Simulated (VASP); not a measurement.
Crystal: KTaP2.

```
K Ta P
1.0
     4.01912    0.00000    0.00000
    -2.00956    3.48066    0.00000
     0.00000    0.00000    6.41178
K Ta P
1 1 2
Direct
  0.00000 0.00000 0.00000
  0.00000 0.00000 0.50000
  0.33333 0.66667 0.64510
  0.66667 0.33333 0.35490
```

The cell was built by a generator and needn't be a form met in nature.

| Quantity | Value |
| --- | --- |
| Program | VASP 6.6.1 |
| Task | relaxation of cell and atoms |
| Functional | PBE |
| Potentials or basis | VASP PAW PBE potentials, release 64 (K_sv, Ta_pv, P) |
| Cutoff | 600 eV |
| k mesh | 6 × 6 × 4 |
| Occupations | gaussian, width 0.1 eV |
| Spin | no spin polarisation |

At the start: pressure 8.0 GPa; volume 22.42 Å³/atom.

How do energy, volume and symmetry change on relaxing?

Over 14 steps the energy falls by 432.6 meV/atom and the volume is 22.27 Å³/atom (-0.7 %); space group P-3m1 (No. 164, to 0.05 Å).

The path:
```tsv
step	energy change (eV)	largest force (eV/Å)	pressure (GPa)	volume (Å³)
1	0.0000	1.5456	8.03	89.70
2	-0.6179	0.2785	-5.06	104.87
3	-0.6208	0.3557	-4.50	103.95
4	-1.2339	0.6122	-3.93	101.67
5	-1.5644	0.2550	-3.20	97.19
6	-1.5596	0.4383	-3.41	98.38
7	-1.5667	0.3880	-3.36	98.04
8	-1.6267	1.1808	3.00	89.58
9	-1.6413	0.9323	0.85	92.05
10	-1.7159	0.4146	0.63	89.78
11	-1.7288	0.0409	0.64	88.25
12	-1.7290	0.0800	0.63	88.41
13	-1.7275	0.0962	-0.91	90.04
14	-1.7303	0.0077	-0.01	89.06
```

Final structure:
```xyz
4
Lattice="3.6072 0.0000 0.0000 -1.8036 3.1239 0.0000 0.0000 0.0000 7.9037" Properties=species:S:1:pos:R:3 pbc="T T T"
K     0.0000    0.0000    0.0000
Ta    0.0000    0.0000    3.9519
P     0.0000    2.0826    5.4250
P     1.8036    1.0413    2.4787
```
